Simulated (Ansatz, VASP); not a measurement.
# Cross-check of Bi2Te9O21 between VASP and Ansatz

One calculation is typed for both programs; each brings its own data sets. How far apart do they land? The structure shown is frame 390 of Ansatz's trajectory.

Method: plane waves, with VASP 6.6.1 beside it; single point at PBE with D3(BJ), in Ansatz 0.2.0.

## (1) Starting point

The cell holds 96 atoms: 6 Bi, 63 O and 27 Te. Its edges and angles: a = 11.745 Å, b = 11.745 Å, c = 11.745 Å, α = 90.0°, β = 90.0°, γ = 90.0°. As first built, before any earlier steps moved the atoms (in the runner's words): 96 atoms (6 Bi, 63 O, 27 Te) packed at random in a cube at 5.85 g/cm^3 and pushed apart as soft spheres, cations and anions kept from their own kind; a start for melting by ab initio MD, not an equilibrated structure. The density is a measured one.

## (2) Ansatz: dynamics, PBE with D3(BJ)

Ansatz runs on its default PAW (the set named soft_2) files.

One frame of this run of dynamics is then solved in both programs, so the motion causes no difference.

Contents of input.yaml:

```yaml
crystal:
  lattice:
    - [11.7445, 0.0, 0.0]
    - [0.0, 11.7445, 0.0]
    - [0.0, 0.0, 11.7445]
  atoms:
    - { symbol: Bi, position: [0.60808, 0.78525, 0.86424] }
    - { symbol: Bi, position: [0.06023, 0.63007, 0.41093] }
    - { symbol: Bi, position: [0.41793, 0.30224, 0.08573] }
    - { symbol: Bi, position: [0.25733, 0.6732, 0.07036] }
    - { symbol: Bi, position: [0.98465, 0.30999, 0.30222] }
    - { symbol: Bi, position: [0.30254, 0.63665, 0.70837] }
    - { symbol: O, position: [0.70863, 0.33829, 0.02264] }
    - { symbol: O, position: [0.26002, 0.49497, 0.00939] }
    - { symbol: O, position: [0.45179, 0.49574, 0.67748] }
    - { symbol: O, position: [0.85129, 0.79386, 0.78531] }
    - { symbol: O, position: [0.64485, 0.84722, 0.38469] }
    - { symbol: O, position: [0.66012, 0.59311, 0.40298] }
    - { symbol: O, position: [0.05786, 0.83116, 0.8579] }
    - { symbol: O, position: [0.25809, 0.73203, 0.89723] }
    - { symbol: O, position: [0.474, 0.13474, 0.02778] }
    - { symbol: O, position: [0.87417, 0.86996, 0.00378] }
    - { symbol: O, position: [0.44786, 0.33731, 0.47037] }
    - { symbol: O, position: [0.12901, 0.2318, 0.848] }
    - { symbol: O, position: [0.79646, 0.94954, 0.22905] }
    - { symbol: O, position: [0.08812, 0.01897, 0.97404] }
    - { symbol: O, position: [0.46647, 0.53906, 0.29073] }
    - { symbol: O, position: [0.17695, 0.96195, 0.3427] }
    - { symbol: O, position: [0.43678, 0.29695, 0.88282] }
    - { symbol: O, position: [0.82689, 0.47119, 0.26034] }
    - { symbol: O, position: [0.47055, 0.74811, 0.73872] }
    - { symbol: O, position: [0.62042, 0.89817, 0.69007] }
    - { symbol: O, position: [0.43478, 0.63145, 0.07754] }
    - { symbol: O, position: [0.78522, 0.75208, 0.5495] }
    - { symbol: O, position: [0.65938, 0.5869, 0.17182] }
    - { symbol: O, position: [0.05113, 0.58984, 0.0021] }
[... 60 atom lines left out ...]
    - { symbol: Te, position: [0.66816, 0.46201, 0.29147] }
    - { symbol: Te, position: [0.07429, 0.42131, 0.60969] }
    - { symbol: Te, position: [0.52777, 0.77232, 0.57776] }
    - { symbol: Te, position: [0.75644, 0.26679, 0.5599] }
    - { symbol: Te, position: [0.95423, 0.65995, 0.79383] }
    - { symbol: Te, position: [0.48239, 0.14148, 0.85588] }
kpoints:
  mp_grid: { grid: [1, 1, 1] }
hamiltonian:
  xc: pbe
  dispersion: d3bj
scf:
  occupations: { method: fermi_dirac, width: 0.05 }
output:
  forces: true
md:
  timestep: 2
  n_steps: 910
  ensemble: nvt_nose_hoover
  temperature: 300
  initial_velocities: maxwell_boltzmann
  seed: 3021
```

Launch:

```sh
$ ansatz run input.yaml --threads 32 --pin off --max-ram 92160MiB --backend cuda --events-out ev --progress --plain --runs-dir out --max-vram 78GiB
```

Numbers of over 12 decimals in the logs are rounded to 6 here.

Log:

```text
Warning: md: disabling space-group detection — thermal motion breaks the input geometry's symmetry, so no spatial operation reduces the k-mesh or symmetrises the density; time reversal is kept, so that k and −k are solved as one point where they differ and the mesh holds both, and exact exchange and, on two spinor components, a DFT+U term hold to it where the run has them: on two components no moment then forms, and  [...]
Engine: ansatz 0.2.0, aarch64-unknown-linux-gnu
Pseudopotentials: kind: paw
Pseudopotential: Bi, paw, valence charge 15, recommended cutoff 420 eV (normal), Bi.paw.azcp
Pseudopotential: O, paw, valence charge 6, recommended cutoff 420 eV (normal), O.paw.azcp
Pseudopotential: Te, paw, valence charge 16, recommended cutoff 420 eV (normal), Te.paw.azcp
Functional definition: PBE
  parameter kappa = 0.804
  parameter beta = 0.066725
  exchange = pbe_x(kappa = kappa, mu = beta*pi^2/3)
  correlation = pbe_c(beta = beta)
[...]
Crystal: 96 atoms, lattice volume = 1619.957 Å³
Basis set: ecut = 420 eV, 31559 PW (Γ), exchange–correlation on 160×160×160 points (8 copies of the dense FFT grid, shifted against one another)
Bands: 546, of which v1, the nominal top of the filled ones, is band 450 counted from 1 (449 counted from 0)
Symmetry: 1 space group operations
k-points: 1
Non-local potential: Bi, projectors of the file, l = 0: 2, l = 1: 2, l = 2: 2, l = 3: 2
Non-local potential: O, projectors of the file, l = 0: 2, l = 1: 2, l = 2: 1
Non-local potential: Te, projectors of the file, l = 0: 2, l = 1: 2, l = 2: 2, l = 3: 2
PAW form: soft (Blöchl's): semilocal exchange-correlation on the pseudo side does not see the compensation charge
PAW one-centre angular grid: Bi, 590 points (default); XC on 64 Gauss nodes
PAW one-centre angular grid: O, 110 points (default); XC on 64 Gauss nodes
PAW one-centre angular grid: Te, 590 points (default); XC on 64 Gauss nodes
Initial density: superposition of atomic densities (neutral atoms: chi_scale 0, normalization atom), corrected by the library's trained network
Initial wavefunctions: pseudopotential atomic-orbital guess
[...]
Functional: x = pbe(κ = 0.804, μ = 0.219515), c = pbe(β = 0.066725)
SCF iter   1: F=—  HF=-298533.687306 eV  |F-HF|=—  |Δ(HF+E_count)|=         —  Δρ=4.95e-3  dr2=5.63e-1  ethr=1.77e-3  ⟨swp⟩=6.0  Hψ=2198  notcnv=0  defer=2
preconditioner: auto → Resta (q_TF=auto, 2.474 Å⁻¹)  ε∞=4.1  [insulator: Δε(μ)=1.642 eV  Ē_g=13.200 eV  σ=0.050 eV  W_gap=1.00  n_scr=436 (ndim 8)  ℏωp=23.2 eV  f_vac=0.124  D(μ)=0.00/eV (n_scr^D=0)  ε∞_Penn≈4.1]
SCF iter   2: F=—  HF=-298533.616738 eV  |F-HF|=—  |Δ(HF+E_count)|=   7.06e-2  Δρ=2.90e-3  dr2=1.22e-1  ethr=6.26e-5  ⟨swp⟩=2.0  Hψ=868  notcnv=0  defer=80
[...]
SCF iter  12: F=-298533.608123 eV  HF=-298533.608123 eV  |F-HF|=1.00e-8  |Δ(HF+E_count)|=   7.19e-8  Δρ=1.54e-6  dr2=4.39e-8  ethr=1.07e-11  ⟨swp⟩=4.0  Hψ=1502  notcnv=0
SCF 1 converged in 12 iterations: F = -298533.608123 eV  dr2 = 4.39e-8
  greatest PAW one-centre occupation: 0.998 electrons in one spin orbital (limit 2), on the Te atom at site 90 (counted from 0), in its partial waves of l = 2
md step     0: t =     0.00 fs  T =   300.0 K  F+E_penalty+E_count = -298533.60812329 eV  E_kin = 3.683910 eV  conserved = -298529.92421332 eV  (12 SCF iters)
[... from here on, the SCF cycles and remarks between the steps are left out ...]
md step    80: t =   160.00 fs  T =   307.6 K  F+E_penalty+E_count = -298534.69416918 eV  E_kin = 3.777268 eV  conserved = -298529.93039335 eV  (10 SCF iters)
md step   170: t =   340.00 fs  T =   317.6 K  F+E_penalty+E_count = -298535.49113062 eV  E_kin = 3.899627 eV  conserved = -298529.93079705 eV  (10 SCF iters)
md step   260: t =   520.00 fs  T =   279.2 K  F+E_penalty+E_count = -298535.36920557 eV  E_kin = 3.428000 eV  conserved = -298529.93158979 eV  (10 SCF iters)
md step   350: t =   700.00 fs  T =   353.6 K  F+E_penalty+E_count = -298535.32045053 eV  E_kin = 4.341658 eV  conserved = -298529.93084731 eV  (10 SCF iters)
md step   440: t =   880.00 fs  T =   306.3 K  F+E_penalty+E_count = -298535.05105965 eV  E_kin = 3.761420 eV  conserved = -298529.92838909 eV  (10 SCF iters)
md step   530: t =  1060.00 fs  T =   294.7 K  F+E_penalty+E_count = -298535.59367955 eV  E_kin = 3.619052 eV  conserved = -298529.92973956 eV  (9 SCF iters)
md step   620: t =  1240.00 fs  T =   292.4 K  F+E_penalty+E_count = -298536.17390083 eV  E_kin = 3.590692 eV  conserved = -298529.93314286 eV  (10 SCF iters)
md step   710: t =  1420.00 fs  T =   303.1 K  F+E_penalty+E_count = -298535.25342153 eV  E_kin = 3.722031 eV  conserved = -298529.92968141 eV  (10 SCF iters)
md step   800: t =  1600.00 fs  T =   314.8 K  F+E_penalty+E_count = -298534.88997554 eV  E_kin = 3.865658 eV  conserved = -298529.92863826 eV  (10 SCF iters)
md step   890: t =  1780.00 fs  T =   282.4 K  F+E_penalty+E_count = -298535.61050027 eV  E_kin = 3.467413 eV  conserved = -298529.92963670 eV  (10 SCF iters)
md step   900: t =  1800.00 fs  T =   310.6 K  F+E_penalty+E_count = -298536.03566249 eV  E_kin = 3.813870 eV  conserved = -298529.93020422 eV  (10 SCF iters)
md step   909: t =  1818.00 fs  T =   297.8 K  F+E_penalty+E_count = -298535.94598929 eV  E_kin = 3.657056 eV  conserved = -298529.93150002 eV  (4 SCF iters)
md step   910: t =  1820.00 fs  T =   285.8 K  F+E_penalty+E_count = -298535.80320468 eV  E_kin = 3.509310 eV  conserved = -298529.92980294 eV  (10 SCF iters)
SCF converged after 10 iterations
Free energy (F): -298535.803205 eV
Harris-Foulkes:  -298535.803205 eV  (|F-HF|=9.90e-9)
Internal energy: -298535.803202 eV  (E = F + TS)
E sigma→0 (E₀):  -298535.803203 eV
Entropy (-TS):   -0.000003 eV (-0.000 meV/atom)
Fermi energy:    8.479601 eV
--- Per-component energies (eV) ---
  E_band       = -9235.407328
  E_kinetic    = 17705.038702
  E_local      = -75804.530902  (includes V_loc(G=0)·N_el)
  E_nonlocal   = -1965.981576
  E_hartree    = 37323.821474
  E_xc         = -8903.160375
  E_vxc        = -9593.109308  (∫ρ·V_xc dr)
  E_paw        = -199819.057719  (= ΣΔE_a)
  E_vpaw       = -14224.610242  (= ΣTr[D̂ρ^β])
  E_aug_tail   = 0.143438  (compensation charges beyond the density's cutoff)
  E_ewald      = -67052.589999
  E_disp       = -19.486246  (pairwise vdW)
  E_smearing   = -0.000003  (= −TS)
  E_closure    = 0.000000  (closes the sum)
  Σ components = -298535.803205   (vs F -298535.803205, Δ=0.00e0)
--- Forces (eV/Å), atoms counted from 1 ---
[... 96 lines of forces left out ...]
  max |Σ_I F_I| component: 2.93e-5 eV/Å
--- MD trajectory: 910 steps, t = 0.0 → 1820.0 fs ---
  final state: T = 285.8 K   F+E_penalty+E_count = -298535.80320468 eV   E_kin = 3.509310 eV
  conserved energy: peak-to-peak 1.159e-2 eV (1.207e-4 eV/atom) over 1820.0 fs
```

## (3) VASP: single point, PBE with D3(BJ)

The same cell, functional, mesh and smearing now go to VASP, with its own data sets.

Lines of VASP's logs that name or quote its potential files are left out, and so is its time.

Contents of INCAR:

```
SYSTEM = Bi2Te9O21
PREC = Accurate
ENCUT = 520
EDIFF = 1E-06
NELM = 120
ISMEAR = -1
SIGMA = 0.05
LREAL = Auto
ALGO = Normal
GGA = PE
IVDW = 12
NBANDS = 384
LORBIT = 11
LWAVE = .FALSE.
LCHARG = .FALSE.
ISIF = 2
LASPH = .TRUE.
GGA_COMPAT = .FALSE.
EFERMI = MIDGAP
NCORE = 2
```

Contents of POSCAR:

```
Bi2Te9O21
1.0
   11.7445000000      0.0000000000      0.0000000000
    0.0000000000     11.7445000000      0.0000000000
    0.0000000000      0.0000000000     11.7445000000
Bi O Te
6 63 27
Direct
    0.5868278769      0.7658052706      0.8721529226
    0.0219677296      0.6409808847      0.3962705947
    0.4044446337      0.3320703308      0.0921282302
    0.2804717102      0.6374047426      0.0663289199
    0.9884626847      0.3000553451      0.3077185065
    0.2538209375      0.6352760867      0.7194005705
    0.7125888714      0.3295159436      0.0066414066
    0.2850696071      0.4699220912      0.9778619779
    0.4228362212      0.5154753289      0.6591170335
    0.8277917323      0.7989271574      0.8565711610
    0.6144152582      0.8799863766      0.3488441398
    0.6609902508      0.5450210737      0.4031674401
    0.0710119630      0.8808378390      0.9343096769
    0.2499893567      0.7121631402      0.9037421772
    0.4573204479      0.1547958619      0.0419770957
    0.8997403040      0.9843756652      0.0315041083
    0.4415683937      0.3660436800      0.4700923837
    0.1866405552      0.2618246839      0.8306867044
    0.8036953468      0.9660692239      0.2458171910
    0.2411341479      0.0111541573      0.0113670229
    0.3999318830      0.5767806207      0.2264889948
    0.2319383541      0.9566179914      0.3634892929
    0.4472731917      0.3158925454      0.8869683682
    0.8388607433      0.4370556431      0.2609732215
    0.4418238324      0.7517561412      0.7497126314
    0.6380007663      0.8491634382      0.6930903827
    0.4763932053      0.6728255779      0.0376346375
    0.7270637320      0.7469028056      0.5118991869
    0.6652475627      0.5872536081      0.1634807782
    0.0820809741      0.5681808506      0.9982970752
[... 60 atom lines left out ...]
    0.6743582102      0.4333092086      0.2699135766
    0.0693090383      0.4228362212      0.5984929116
    0.4821831496      0.7489463153      0.5887862404
    0.7392396441      0.2590148580      0.5237345140
    0.9443569330      0.6929200903      0.8060794414
    0.4838009281      0.1607560986      0.8752181872
```

Contents of KPOINTS:

```
Automatic mesh
0
Gamma
1 1 1
0 0 0
```

Potentials, in the order of the species: Bi_d, O and Te (PBE family, release 64).

Launch:

```sh
$ mpirun -np 8 vasp_gam
```

Log:

```text
[banner, memory and clock lines left out]
running    8 mpi-ranks, on    1 nodes
[...]
LDA part: xc-table for (Slater+PW92), standard interpolation
 POSCAR, INCAR and KPOINTS ok, starting setup
[...]
entering main loop
       N       E                     dE             d eps       ncg     rms          rms(c)
DAV:   1     0.762161763398E+04    0.76216E+04   -0.33877E+05   768   0.170E+03
DAV:   2     0.549442876272E+03   -0.70722E+04   -0.67648E+04   888   0.427E+02
DAV:   3    -0.540816160479E+03   -0.10903E+04   -0.10512E+04   880   0.185E+02
DAV:   4    -0.629308340017E+03   -0.88492E+02   -0.87131E+02  1016   0.553E+01
[...]
DAV:  17    -0.508358151694E+03   -0.20889E-04   -0.50757E-05   976   0.211E-02    0.159E-01
DAV:  18    -0.508358150857E+03    0.83717E-06   -0.21060E-05   872   0.942E-03    0.130E-01
DAV:  19    -0.508358151011E+03   -0.15405E-06   -0.45213E-06   816   0.404E-03
   1 F= -.52787455E+03 E0= -.52787455E+03  d E =-.805124E-06
```

OUTCAR, selected parts (step 3):

```text
 Edisp (eV)  -19.51640

  Total      -5.29068    -2.53007    -8.17373    -8.77818    -1.51069    -7.44157
  in kB      -5.23262    -2.50230    -8.08402    -8.68183    -1.49410    -7.35990
  external pressure =       -5.27 kB  Pullay stress =        0.00 kB

 POSITION                                       TOTAL-FORCE (eV/Angst)
 -----------------------------------------------------------------------------------
      6.89200      8.99400     10.24300         0.279531      0.362788      0.090495
      0.25800      7.52800      4.65400         1.193275      0.548556      0.262292
      4.75000      3.90000      1.08200         1.581599     -0.077633      0.228331
      3.29400      7.48600      0.77900        -0.095902      0.212541      0.003029
     11.60900      3.52400      3.61400         0.185549     -0.309139      0.160753
      2.98100      7.46100      8.44900         0.538188     -0.378144     -0.687218
[...]
5.26500     10.61200      6.34500        -0.409665      0.429867      0.313745
      1.19200      1.89000      4.88600        -0.869937     -0.369494      0.438597
     11.69550      7.69800      2.36100        -0.102155     -0.329884     -0.419554
      9.52900      0.23450      7.73500         1.069966      0.165141     -0.484910
      1.49000      5.88400      9.24600        -0.103283     -1.384838      0.874070
     10.60200      8.09000      7.70400         0.400588     -0.098793     -0.710029
     10.29700      2.43400      5.27800         0.061778      0.364451     -0.185248
[...]
-----------------------------------------------------------------------------------
    total drift:                               -0.012446     -0.058130     -0.048585

  FREE ENERGIE OF THE ION-ELECTRON SYSTEM (eV)
  ---------------------------------------------------
  free  energy   TOTEN  =      -527.8745515963 eV

  energy  without entropy=     -527.8745507911  energy(sigma->0) =     -527.87455119

[... 3 further parts left out ...]
[key lines of the parts left out:]
E-fermi :   5.3087
```

The run ends at a pressure of -0.53 GPa, with forces up to 2.1 eV/Å.

## (4) Side by side

Known differences besides the potentials themselves: the data sets hold 900 valence electrons in Ansatz (on its default PAW (the set named soft_2) files) and 630 in VASP; the cutoff is 420 eV in Ansatz and 520 eV in VASP (PREC = Accurate, projectors in real space). Total energies have different zeros and are not compared.

Forces on 10 of the 96 atoms, those with the largest forces and the largest differences (eV/Å; atoms numbered as in POSCAR):

| atom | Ansatz x, y, z | VASP x, y, z |
| --- | --- | --- |
| O7 | 0.161, -0.716, -0.190 | 0.303, -0.712, -0.358 |
| O65 | 0.655, 0.107, 0.085 | 0.517, 0.118, 0.266 |
| Te73 | -0.553, -1.349, 0.824 | -0.593, -1.302, 0.897 |
| Te74 | -1.180, 0.361, -1.101 | -1.259, 0.330, -1.172 |
| Te81 | -0.992, -1.376, -0.164 | -0.975, -1.426, -0.214 |
| Te83 | -0.905, -0.885, -0.963 | -0.891, -0.971, -1.027 |
| Te84 | -1.743, 0.861, -0.469 | -1.854, 0.964, -0.499 |
| Te86 | -1.861, 0.793, -0.482 | -1.824, 0.806, -0.504 |
| Te87 | -0.289, -0.204, 0.300 | -0.439, -0.157, 0.333 |
| Te88 | 0.165, 1.235, -1.118 | 0.154, 1.191, -1.101 |

The forces differ by 45 meV/Å r.m.s., which is 7.8 % of the r.m.s. force of 0.583 eV/Å (both taken over all components).

## (5) What came out

```yaml
r_m_s_force_difference_single_point_pbe_with_d3_bj: 7.8 % of the r.m.s. force
```

**Reading.** The r.m.s. force difference is 7.8 % of the r.m.s. force (single point, PBE with D3(BJ)), beyond the 3 % picked in this series as the mark of a large difference. The data sets hold unlike numbers of valence electrons (900 in Ansatz and 630 in VASP), so part of the differences comes from the potentials. What causes the difference of the single point, PBE with D3(BJ) pair stays open here. 2 further runs of this series are not shown here. How closely two codes agree says nothing of how well the functional describes the real material.

[Lines on the potential files, build, host, timing and source positions are cut from VASP's logs without a mark.]

[Logs are printed without paths, hosts, clocks, repeated set-up lines and the standing remarks that a program may print on its own settings, such as how far it seeks lower states.]

[Hosts, paths, dates, database ids (printed as entryN), source tags and the programs' standing remarks are cut or masked in the printed files.]
